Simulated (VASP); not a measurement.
VASP input:

**INCAR**
```
SYSTEM  =  Tb2Al3Si2
PREC  =  Accurate; ENCUT  =  300; LREAL  =  .FALSE.
LASPH  =  .TRUE.
EDIFF  =  1E-6; NELM  =  100; ALGO  =  Normal
LMAXMIX  =  6
ISMEAR  =  -1; SIGMA  =  0.05
GGA  =  PS
MAGMOM  =  2*6.0 5*0.0
ISPIN  =  2
ISIF  =  2
LWAVE  =  .FALSE.; LCHARG  =  .FALSE.; LORBIT  =  11
```

File POSCAR:
```
Tb2Al3Si2
1.0
  4.9825650000  -1.9773950000   0.0000000000
  4.9825650000   1.9773950000   0.0000000000
 -1.2451100000   0.0000000000   6.3399350000
Tb Al Si
2 3 2
Direct
  0.6196600000   0.6196600000   0.3222600000
  0.3803400000   0.3803400000   0.6777400000
  0.0000000000   0.0000000000   0.0000000000
  0.3057000000   0.3057000000   0.1341000000
  0.6943000000   0.6943000000   0.8659000000
  0.0927000000   0.0927000000   0.6398000000
  0.9073000000   0.9073000000   0.3602000000
```

File KPOINTS:
```
Automatic mesh
0
G
4 4 3
```

POTCAR, in this order: Tb Al Si (PBE.64 set). Program: vasp_std.

Question: Write an equivalent input for Ansatz.

Answer: One equivalent input (not run):
Ansatz 0.2 input:
```yaml
crystal:
  lattice:
    - [4.9825650, -1.9773950, 0.0000000]
    - [4.9825650, 1.9773950, 0.0000000]
    - [-1.2451100, 0.0000000, 6.3399350]
  atoms:
    - { symbol: Tb, position: [0.6196600, 0.6196600, 0.3222600], spin: 6 }
    - { symbol: Tb, position: [0.3803400, 0.3803400, 0.6777400], spin: 6 }
    - { symbol: Al, position: [0.0000000, 0.0000000, 0.0000000] }
    - { symbol: Al, position: [0.3057000, 0.3057000, 0.1341000] }
    - { symbol: Al, position: [0.6943000, 0.6943000, 0.8659000] }
    - { symbol: Si, position: [0.0927000, 0.0927000, 0.6398000] }
    - { symbol: Si, position: [0.9073000, 0.9073000, 0.3602000] }
kpoints:
  mp_grid: { grid: [4, 4, 3] }
hamiltonian:
  xc: pbesol
  pseudopotentials: { kind: paw }
magnetization: { spin_polarized: true }
scf:
  occupations: { method: fermi_dirac, width: 0.05 }
  max_iter: 100
output: { forces: true, stress: true, eigenvalues: true }
```
Limits of the translation: each code has its own PAW files, so the cut-off isn't converted (ENCUT is set for VASP's; basis.ecutwfc is left out, and Ansatz then takes the one that its files recommend); Ansatz stops its SCF on the density residual and VASP on the energy change (EDIFF).

The structure comes from a measured Tb2Al3Si2 entry of the Crystallography Open Database, whose conditions weren't checked. The cell was not relaxed at this level, and its volume differs by -5.9 % from the start's. The k-mesh is coarse (spacing up to 0.43 per Å, 2π included), so the numbers may not be converged in it.
